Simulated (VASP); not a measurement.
The system is Ga2Ge2O3.

```xyz
7
Lattice="3.0160 0.0000 0.0000 -1.5080 2.6120 0.0000 0.0000 0.0000 12.8560" Properties=species:S:1:pos:R:3 pbc="T T T"
Ga    0.0000    1.7413    1.4040
Ga    1.5080    0.8707   11.4520
Ge    1.5080    0.8707    5.3040
Ge    0.0000    1.7413    7.5520
O     1.5080    0.8707    2.1650
O     0.0000    1.7413   10.6910
O     0.0000    0.0000    0.0000
```

The cell was built by a generator and needn't be a form met in nature.

```yaml
Program: VASP 6.6.1
Task: relaxation of cell and atoms
Functional: PBE
Potentials_or_basis: VASP PAW PBE potentials, release 64 (Ga_d, Ge_d, O)
Cutoff: 520 eV
k_mesh: 12 × 12 × 4
Occupations: gaussian, width 0.1 eV
Spin: no spin polarisation
```

At the start: pressure 1.8 GPa; volume 14.47 Å³/atom.

Question: How do energy, volume and symmetry change on relaxing?

Answer: Over 13 steps the energy falls by 9.9 meV/atom and the volume is 15.62 Å³/atom (+8.0 %); space group P-3m1 (No. 164, to 0.05 Å).

Step by step:
```
step  energy change (eV)  largest force (eV/Å)  pressure (GPa)  volume (Å³)
   1              0.0000                0.0822            1.76       101.28
   2             -0.0202                0.1664           -0.46       103.62
   3             -0.0202                0.1682           -0.51       103.65
   4             -0.0285                0.2008            0.01       103.64
   5             -0.0303                0.2636            0.40       103.63
   6             -0.0372                0.1344            0.43       103.99
   7             -0.0442                0.3264            0.27       105.06
   8             -0.0480                0.3047            0.23       105.41
   9             -0.0573                0.2605            0.22       106.46
  10             -0.0667                0.2148            0.13       108.56
  11             -0.0673                0.1983            0.22       109.24
  12             -0.0693                0.0109            0.00       109.37
  13             -0.0693                0.0087           -0.02       109.36
```

Final structure:
```yaml
crystal:
  lattice:
    - [3.01822, 0.00000, 0.00000]
    - [-1.50911, 2.61386, 0.00000]
    - [0.00000, 0.00000, 13.86246]
  atoms:
    - { symbol: Ga, position: [0.33333, 0.66667, 0.10221] }
    - { symbol: Ga, position: [0.66667, 0.33333, 0.89779] }
    - { symbol: Ge, position: [0.66667, 0.33333, 0.41831] }
    - { symbol: Ge, position: [0.33333, 0.66667, 0.58169] }
    - { symbol: O, position: [0.66667, 0.33333, 0.15678] }
    - { symbol: O, position: [0.33333, 0.66667, 0.84322] }
    - { symbol: O, position: [0.00000, 0.00000, 0.00000] }
```
